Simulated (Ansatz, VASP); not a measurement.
**C (twisted graphene double bilayer, 27.80 deg) in two plane-wave programs**

Aim: how closely do two programs agree when they are given the same cell, functional and k mesh? The cell is taken from a series of runs on this material, whose earlier steps may have relaxed, scaled, displaced or heated it; both programs get it as it stands.

Method: plane waves, with VASP 6.6.1 beside it; single point at PBE, in Ansatz 0.2.0.

**1. The structure**

The cell holds 104 atoms: 104 C. Its edges and angles: a = 8.870 Å, b = 8.870 Å, c = 24.180 Å, α = 90.0°, β = 90.0°, γ = 120.0°. It derives from C (graphene). As first built, before any earlier steps moved the atoms (in the runner's words): graphene (a = 2.46 A) under graphene (a = 2.46 A), double bilayer, commensurate cell of 13 unit cells a layer, twist 27.80 deg; facing atoms 3.33, 3.52, 3.33 A apart;; minimised with a classical potential Then every atom was moved at random, 0.05 A r.m.s. a Cartesian component (hydrogen 0.6 of that). Vacuum lies along c.

**2. VASP: single point, PBE**

A single point gives forces, pressure and levels at one fixed geometry, so differences don't come from the geometry; what else differs is listed under the comparison.

Lines of VASP's logs that name or quote its potential files are left out, and so is its time.

INCAR

```
SYSTEM = C
PREC = Accurate
ENCUT = 520
EDIFF = 1E-06
NELM = 120
ISMEAR = -1
SIGMA = 0.05
LREAL = Auto
ALGO = Normal
GGA = PE
NBANDS = 280
LORBIT = 11
LWAVE = .FALSE.
LCHARG = .FALSE.
ISIF = 2
LASPH = .TRUE.
GGA_COMPAT = .FALSE.
EFERMI = MIDGAP
NCORE = 2
```

POSCAR

```
C
1.0
    8.8697000000      0.0000000000      0.0000000000
   -4.4348500000      7.6813900000      0.0000000000
    0.0000000000      0.0000000000     24.1800000000
C
104
Direct
    0.1246700000      0.1871800000      0.2905700000
    0.1793000000      0.0569000000      0.2906500000
    0.1946200000      0.4717100000      0.2917600000
    0.2581700000      0.3593300000      0.2870100000
    0.2896600000      0.8074900000      0.2922900000
    0.3259700000      0.6587900000      0.2931100000
    0.3615000000      0.1044500000      0.2914100000
    0.4237200000      0.9899800000      0.2924200000
    0.4414300000      0.4132400000      0.2880800000
    0.4738400000      0.2779500000      0.2873300000
    0.5165000000      0.7183100000      0.2908100000
    0.5592300000      0.5839600000      0.2909000000
    0.5954000000      0.0344100000      0.2901300000
    0.6331800000      0.8872200000      0.2901900000
    0.6707600000      0.3334100000      0.2903700000
    0.7142300000      0.2082300000      0.2915500000
    0.7325700000      0.6302600000      0.2897300000
    0.7949400000      0.5121500000      0.2921700000
    0.8203900000      0.9507100000      0.2861700000
    0.8572200000      0.8137400000      0.2890900000
    0.8867800000      0.2518500000      0.2898500000
    0.9539200000      0.1406300000      0.2903800000
    0.9777200000      0.5680800000      0.2905900000
    0.0293100000      0.4335300000      0.2908500000
    0.0485300000      0.8758800000      0.2876300000
    0.1120100000      0.7457300000      0.2940100000
    0.2591600000      0.3508500000      0.4321700000
    0.3043100000      0.2265400000      0.4324700000
    0.3301100000      0.6669100000      0.4320400000
    0.3776300000      0.5329400000      0.4297200000
[... 68 atom lines left out ...]
    0.0230500000      0.5876100000      0.7080200000
    0.0809500000      0.7797500000      0.7117900000
    0.7875700000      0.2782700000      0.7079500000
    0.8417100000      0.4587100000      0.7095300000
    0.7160300000      0.5085900000      0.7094300000
    0.7767700000      0.6996100000      0.7113400000
```

KPOINTS

```
Automatic mesh
0
Gamma
1 1 1
0 0 0
```

PAW data sets: C (PBE family, release 64).

The run is started by

```
> mpirun -np 8 vasp_gam
```

Numbers of over 12 decimals in the logs are rounded to 6 here.

Output:

```text
[banner, memory and clock lines left out]
running    8 mpi-ranks, on    1 nodes
[...]
LDA part: xc-table for (Slater+PW92), standard interpolation
 POSCAR, INCAR and KPOINTS ok, starting setup
[...]
entering main loop
       N       E                     dE             d eps       ncg     rms          rms(c)
DAV:   1     0.428983273824E+04    0.42898E+04   -0.21626E+05   560   0.138E+03
DAV:   2    -0.448815445900E+03   -0.47386E+04   -0.45041E+04   808   0.340E+02
DAV:   3    -0.985993148940E+03   -0.53718E+03   -0.53048E+03   680   0.122E+02
DAV:   4    -0.100476145663E+04   -0.18768E+02   -0.18656E+02   712   0.257E+01
[...]
DAV:  23    -0.937938525397E+03   -0.50821E-05   -0.15847E-07   440   0.494E-04    0.138E-04
DAV:  24    -0.937938526739E+03   -0.13420E-05   -0.45411E-08   424   0.313E-04    0.669E-05
DAV:  25    -0.937938527009E+03   -0.27011E-06   -0.15364E-08   400   0.188E-04
   1 F= -.93793853E+03 E0= -.93793853E+03  d E =-.287116E-10
```

From OUTCAR (step 2):

```text
  FREE ENERGIE OF THE ION-ELECTRON SYSTEM (eV)
  ---------------------------------------------------
  free  energy   TOTEN  =      -937.9385270090 eV

  energy  without entropy=     -937.9385270090  energy(sigma->0) =     -937.93852701
```

**3. Ansatz: single point, PBE**

Ansatz runs on its default PAW (the set named soft_2) files.

The same cell, functional, mesh and smearing now go to Ansatz, which takes its cutoff from its data sets.

input.yaml

```yaml
crystal:
  lattice:
    - [8.8697, 0.0, 0.0]
    - [-4.43485, 7.68139, 0.0]
    - [0.0, 0.0, 24.18]
  atoms:
    - { symbol: C, position: [0.12467, 0.18718, 0.29057] }
    - { symbol: C, position: [0.1793, 0.0569, 0.29065] }
    - { symbol: C, position: [0.19462, 0.47171, 0.29176] }
    - { symbol: C, position: [0.25817, 0.35933, 0.28701] }
    - { symbol: C, position: [0.28966, 0.80749, 0.29229] }
    - { symbol: C, position: [0.32597, 0.65879, 0.29311] }
    - { symbol: C, position: [0.3615, 0.10445, 0.29141] }
    - { symbol: C, position: [0.42372, 0.98998, 0.29242] }
    - { symbol: C, position: [0.44143, 0.41324, 0.28808] }
    - { symbol: C, position: [0.47384, 0.27795, 0.28733] }
    - { symbol: C, position: [0.5165, 0.71831, 0.29081] }
    - { symbol: C, position: [0.55923, 0.58396, 0.2909] }
    - { symbol: C, position: [0.5954, 0.03441, 0.29013] }
    - { symbol: C, position: [0.63318, 0.88722, 0.29019] }
    - { symbol: C, position: [0.67076, 0.33341, 0.29037] }
    - { symbol: C, position: [0.71423, 0.20823, 0.29155] }
    - { symbol: C, position: [0.73257, 0.63026, 0.28973] }
    - { symbol: C, position: [0.79494, 0.51215, 0.29217] }
    - { symbol: C, position: [0.82039, 0.95071, 0.28617] }
    - { symbol: C, position: [0.85722, 0.81374, 0.28909] }
    - { symbol: C, position: [0.88678, 0.25185, 0.28985] }
    - { symbol: C, position: [0.95392, 0.14063, 0.29038] }
    - { symbol: C, position: [0.97772, 0.56808, 0.29059] }
    - { symbol: C, position: [0.02931, 0.43353, 0.29085] }
    - { symbol: C, position: [0.04853, 0.87588, 0.28763] }
    - { symbol: C, position: [0.11201, 0.74573, 0.29401] }
    - { symbol: C, position: [0.25916, 0.35085, 0.43217] }
    - { symbol: C, position: [0.30431, 0.22654, 0.43247] }
    - { symbol: C, position: [0.33011, 0.66691, 0.43204] }
    - { symbol: C, position: [0.37763, 0.53294, 0.42972] }
[... 68 atom lines left out ...]
    - { symbol: C, position: [0.02305, 0.58761, 0.70802] }
    - { symbol: C, position: [0.08095, 0.77975, 0.71179] }
    - { symbol: C, position: [0.78757, 0.27827, 0.70795] }
    - { symbol: C, position: [0.84171, 0.45871, 0.70953] }
    - { symbol: C, position: [0.71603, 0.50859, 0.70943] }
    - { symbol: C, position: [0.77677, 0.69961, 0.71134] }
kpoints:
  mp_grid: { grid: [1, 1, 1] }
hamiltonian:
  xc: pbe
scf:
  occupations: { method: fermi_dirac, width: 0.05 }
output:
  forces: true
  eigenvalues: true
  populations: true
```

The run is started by

```
> ansatz run input.yaml --threads 8 --pin off --max-ram 15872MiB --backend cpu --events-out ev --progress --plain --runs-dir out
```

Output:

```text
Engine: ansatz 0.2.0, aarch64-unknown-linux-gnu
Pseudopotentials: kind: paw
Pseudopotential: C, paw, valence charge 4, recommended cutoff 420 eV (normal), C.paw.azcp
Functional definition: PBE
  parameter kappa = 0.804
  parameter beta = 0.066725
  exchange = pbe_x(kappa = kappa, mu = beta*pi^2/3)
  correlation = pbe_c(beta = beta)
Crystal: 104 atoms, lattice volume = 1647.423 Å³
Basis set: ecut = 420 eV, 32187 PW (Γ), exchange–correlation on 120×120×324 points (8 copies of the dense FFT grid, shifted against one another)
Bands: 312, of which v1, the nominal top of the filled ones, is band 208 counted from 1 (207 counted from 0)
Symmetry: 1 space group operations
Space group: P1 (ITA 1), of the structure as read, at distance tolerance 1.2e-4 Å
k-points: 1
Non-local potential: C, projectors of the file, l = 0: 2, l = 1: 2, l = 2: 1
PAW form: soft (Blöchl's): semilocal exchange-correlation on the pseudo side does not see the compensation charge
PAW one-centre angular grid: C, 110 points (default); XC on 64 Gauss nodes
Initial density: superposition of atomic densities (neutral atoms: chi_scale 0, normalization atom), corrected by the library's trained network
Initial wavefunctions: pseudopotential atomic-orbital guess
Functional: x = pbe(κ = 0.804, μ = 0.219515), c = pbe(β = 0.066725)
SCF iter   1: F=—  HF=-26076.507609 eV  |F-HF|=—  |Δ(HF+E_count)|=         —  Δρ=3.40e-3  dr2=2.45e-1  ethr=1.77e-3  ⟨swp⟩=13.0  Hψ=2263  notcnv=0  defer=61
preconditioner: auto → Resta (q_TF=auto, 2.169 Å⁻¹)  ε∞=2.6  [insulator: Δε(μ)=2.642 eV  Ē_g=14.880 eV  σ=0.050 eV  W_gap=1.00  n_scr=262 (ndim 8)  ℏωp=18.7 eV  f_vac=0.440  D(μ)=0.00/eV (n_scr^D=0)  ε∞_Penn≈2.6  vacuum switching on, ρ_ref=1.6e-2 e/Å³]
SCF iter   2: F=—  HF=-26076.495364 eV  |F-HF|=—  |Δ(HF+E_count)|=   1.22e-2  Δρ=1.54e-3  dr2=3.86e-2  ethr=5.89e-5  ⟨swp⟩=3.0  Hψ=541  notcnv=0  defer=83
SCF iter   3: F=—  HF=-26076.497362 eV  |F-HF|=—  |Δ(HF+E_count)|=   2.00e-3  Δρ=6.88e-4  dr2=9.09e-3  ethr=9.27e-6  ⟨swp⟩=2.0  Hψ=335  notcnv=0  defer=83
SCF iter   4: F=—  HF=-26076.500359 eV  |F-HF|=—  |Δ(HF+E_count)|=   3.00e-3  Δρ=2.28e-4  dr2=1.39e-3  ethr=2.19e-6  ⟨swp⟩=2.0  Hψ=425  notcnv=0  defer=83
SCF iter   5: F=—  HF=-26076.500362 eV  |F-HF|=—  |Δ(HF+E_count)|=   2.67e-6  Δρ=9.04e-5  dr2=1.19e-4  ethr=3.34e-7  ⟨swp⟩=2.0  Hψ=349  notcnv=0  defer=83
SCF iter   6: F=—  HF=-26076.500404 eV  |F-HF|=—  |Δ(HF+E_count)|=   4.25e-5  Δρ=3.51e-5  dr2=3.61e-5  ethr=2.86e-8  ⟨swp⟩=2.0  Hψ=402  notcnv=0  defer=83
SCF iter   7: F=—  HF=-26076.502878 eV  |F-HF|=—  |Δ(HF+E_count)|=   2.47e-3  Δρ=8.90e-6  dr2=1.53e-6  ethr=8.67e-9  ⟨swp⟩=2.0  Hψ=443  notcnv=0  defer=94
SCF iter   8: F=—  HF=-26076.502879 eV  |F-HF|=—  |Δ(HF+E_count)|=   1.41e-6  Δρ=4.02e-6  dr2=1.89e-7  ethr=3.67e-10  ⟨swp⟩=2.0  Hψ=409  notcnv=0  defer=94
SCF iter   9: F=-26076.502880 eV  HF=-26076.502880 eV  |F-HF|=1.14e-8  |Δ(HF+E_count)|=   9.62e-7  Δρ=1.53e-6  dr2=6.28e-8  ethr=2.40e-11  ⟨swp⟩=23.0  Hψ=2254  notcnv=0
SCF 1 converged in 9 iterations: F = -26076.502880 eV  dr2 = 6.28e-8
  greatest PAW one-centre occupation: 0.710 electrons in one spin orbital (limit 2), on the C atom at site 78 (counted from 0), in its partial waves of l = 0
SCF converged after 9 iterations
Free energy (F): -26076.502880 eV
Harris-Foulkes:  -26076.502880 eV  (|F-HF|=1.14e-8)
Internal energy: -26076.502880 eV  (E = F + TS)
E sigma→0 (E₀):  -26076.502880 eV
Fermi energy:    1.870332 eV
--- Per-component energies (eV) ---
  E_band       = -2959.507964
  E_kinetic    = 9498.787223
  E_local      = -209130.203017  (includes V_loc(G=0)·N_el)
  E_nonlocal   = 2859.301771
  E_hartree    = 100358.703443
  E_xc         = -5001.038370
  E_vxc        = -6192.080064  (∫ρ·V_xc dr)
  E_paw        = -10336.135944  (= ΣΔE_a)
  E_vpaw       = -712.714358  (= ΣTr[D̂ρ^β])
  E_aug_tail   = 0.000835  (compensation charges beyond the density's cutoff)
  E_ewald      = 85674.081178
  E_smearing   = -0.000000  (= −TS)
  E_closure    = -0.000000  (closes the sum)
  Σ components = -26076.502880   (vs F -26076.502880, Δ=0.00e0)
--- Forces (eV/Å), atoms counted from 1 ---
  atom   1  C      4.12030641    -1.04755543    -0.64721342
  atom   2  C     -0.73834515    -1.95076351    -0.31864084
  atom   3  C      2.75948753     5.81628904    -0.37926904
  atom   4  C      0.37717950    -0.26325052     0.96524374
  atom   5  C      2.36241274    -3.25675056     0.55444937
  atom   6  C      0.96955540     2.82606754    -0.44479515
  atom   7  C     -3.19282866     0.07686867    -0.40490136
  atom   8  C     -1.37199155    -3.64626659    -0.28221041
  atom   9  C     -4.32491945    -2.95369275    -0.26645201
  atom  10  C      6.11719287     2.74436846     0.71174788
  atom  11  C     -3.76651265    -4.40881005     0.31260869
  atom  12  C      0.98324548     2.29442532    -0.43296407
  atom  13  C      0.10682363    -3.84623848     0.36217110
[...]
atom  44  C     -3.86251688    -0.25338574     0.03541008
  atom  45  C     -3.22841838    -2.50301810     1.69883676
  atom  46  C      1.44627606     2.91581468    -0.95500252
  atom  47  C      3.58042317     3.08332236     0.01931051
  atom  48  C      4.89652529    -2.03324046    -0.50199917
  atom  49  C      7.01425849    -0.86173340     0.49198176
  atom  50  C     -1.98573198    -0.85955024    -0.17568143
  atom  51  C      0.33590057    -5.92404960     0.78288250
  atom  52  C     -2.56758687     2.73093662     0.12358501
  atom  53  C     -4.08759047     2.40379325    -2.07582014
  atom  54  C      1.71556343     2.03757528     3.04796205
[...]
atom  97  C      4.80637903     6.54518748     0.08074445
  atom  98  C     -7.53308189   -10.20869281     0.25779750
  atom  99  C      0.77067384     1.58563832     0.89750510
  atom 100  C      2.64707778    -4.27247265    -0.95893637
  atom 101  C      2.66572371    -0.51536560     0.63926568
  atom 102  C      1.06752636     0.05469706    -0.26976338
  atom 103  C     -0.02414227     3.40904195    -0.35472426
  atom 104  C     -3.55236617    -4.50042867    -0.48723708
  max |Σ_I F_I| component: 6.78e-5 eV/Å
--- Band table (eV) ---
  k-point 0: bands = [... 204 lower, 0.3919, 0.4427, 0.4954, 0.5468, 3.1879, 3.2563, 3.3267, 3.3311, ... 100 higher]
--- Löwdin populations: 104 sites ---
  site symbol       q [e]
     0      C      3.9633
     1      C      3.9638
     2      C      3.9704
     3      C      3.9440
     4      C      3.9695
     5      C      3.9516
     6      C      3.9650
     7      C      3.9577
     8      C      3.9677
     9      C      3.9492
    10      C      3.9706
    11      C      3.9539
    12      C      3.9543
    13      C      3.9606
    14      C      3.9609
    15      C      3.9711
    16      C      3.9556
    17      C      3.9635
    18      C      3.9597
    19      C      3.9648
    20      C      3.9460
    21      C      3.9662
    22      C      3.9713
    23      C      3.9567
[...]
96      C      3.9603
    97      C      3.9524
    98      C      3.9601
    99      C      3.9665
   100      C      3.9622
   101      C      3.9700
   102      C      3.9478
   103      C      3.9639
  spilling = 0.009341 (of n_electrons = 416.000000)
```

**4. Differences**

Known differences besides the potentials themselves: the cutoff is 420 eV in Ansatz and 520 eV in VASP (PREC = Accurate, projectors in real space). Total energies have different zeros and are not compared.

The two programs side by side:

```csv
quantity,Ansatz,VASP,difference
gap on the k mesh (eV),2.641,2.639,+0.003
```

Forces on 9 of the 104 atoms, those with the largest forces and the largest differences (eV/Å; atoms numbered as in POSCAR):

| atom | Ansatz x, y, z | VASP x, y, z |
| --- | --- | --- |
| C39 | 1.405, -8.668, 0.445 | 1.388, -8.648, 0.439 |
| C59 | 0.013, -9.527, 0.950 | 0.008, -9.530, 0.948 |
| C62 | -2.932, 7.212, -0.976 | -2.959, 7.250, -0.978 |
| C67 | 3.628, -3.070, 0.770 | 3.661, -3.086, 0.769 |
| C78 | -2.532, 8.916, 0.245 | -2.542, 8.929, 0.247 |
| C79 | 8.158, -4.365, -0.385 | 8.153, -4.374, -0.388 |
| C80 | -4.006, 9.645, 0.911 | -3.998, 9.656, 0.907 |
| C95 | 7.563, 6.325, 0.257 | 7.588, 6.338, 0.256 |
| C98 | -7.533, -10.209, 0.258 | -7.566, -10.248, 0.256 |

The forces differ by 10 meV/Å r.m.s., which is 0.3 % of the r.m.s. force of 2.967 eV/Å (both taken over all components). A gap on the mesh is an upper bound, since the band edges may lie between its points. With vacuum in the cell, a pressure given here is an average over mostly empty space and none of the material.

**5. What came out**

```yaml
r_m_s_force_difference_single_point_pbe: 0.34 % of the r.m.s. force
```

In words: The r.m.s. force difference is 0.34 % of the r.m.s. force (single point, PBE), within the 3 % picked in this series as the mark of a large difference. How closely two codes agree says nothing of how well the functional describes the real material.

[Lines on the potential files, build, host, timing and source positions are cut from VASP's logs without a mark.]

[Logs are printed without paths, hosts, clocks, repeated set-up lines and the standing remarks that a program may print on its own settings, such as how far it seeks lower states.]

[Hosts, paths, dates, database ids (printed as entryN), source tags and the programs' standing remarks are cut or masked in the printed files.]
